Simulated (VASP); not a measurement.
Method: PBE GGA, VASP's PBE PAW potentials (set 64) (plane waves; VASP).

VASP ran on this input.

INCAR:
```
ALGO = Normal
EDIFF = 1E-6
EDIFFG = -0.01
ENCUT = 520
GGA = PE
IBRION = 2
ISIF = 3
ISMEAR = 0
LASPH = .TRUE.
LCHARG = .FALSE.
LREAL = .FALSE.
LWAVE = .FALSE.
NELM = 100
NSW = 60
PREC = Accurate
SIGMA = 0.05
SYSTEM = LiCl
```

**KPOINTS**
```
Regular mesh
0
G
  8 8 8
```

POSCAR:
```
LiCl
1
    0.0000000000     2.4840000000     2.4840000000
    2.4840000000     0.0000000000     2.4840000000
    2.4840000000     2.4840000000     0.0000000000
Li Cl
1 1
Direct
  0.0000000000   0.0000000000   0.0000000000
  0.5000000000   0.5000000000   0.5000000000
```

POTCAR, in this order: Li_sv Cl (PBE.64 set). Program: vasp_std.

Energy and stress use the plane-wave basis of the starting cell.

Question: Predict the energy per atom (σ→0), volume per atom, band gap (on the k-mesh).

Answer: 
* **energy per atom (σ→0)**: -3.692 eV/atom
* **band gap (on the k-mesh)**: 6.30 eV
* **volume per atom**: 16.99 Å^3/atom

OSZICAR:
```
...
       N       E                     dE             d eps       ncg     rms          rms(c)
DAV:   1    -0.738556817110E+01   -0.24342E-02   -0.44890E-02   522   0.158E+00    0.315E-01
DAV:   2    -0.738354746889E+01    0.20207E-02   -0.53405E-03   657   0.513E-01    0.109E-01
DAV:   3    -0.738330567963E+01    0.24179E-03   -0.98973E-04   541   0.202E-01    0.688E-02
DAV:   4    -0.738331305334E+01   -0.73737E-05   -0.27264E-05   895   0.466E-02    0.123E-02
DAV:   5    -0.738331676913E+01   -0.37158E-05   -0.32714E-06   541   0.150E-02    0.381E-03
DAV:   6    -0.738331594174E+01    0.82739E-06   -0.99720E-08   261   0.393E-03
   4 F= -.73833159E+01 E0= -.73833159E+01  d E =-.396965E-01
```

The structure was generated: LiCl was put into the rock salt type (Fm-3m), which need not be its known phase. This run relaxes it. Symmetry was kept, so distortions that lower it aren't found.
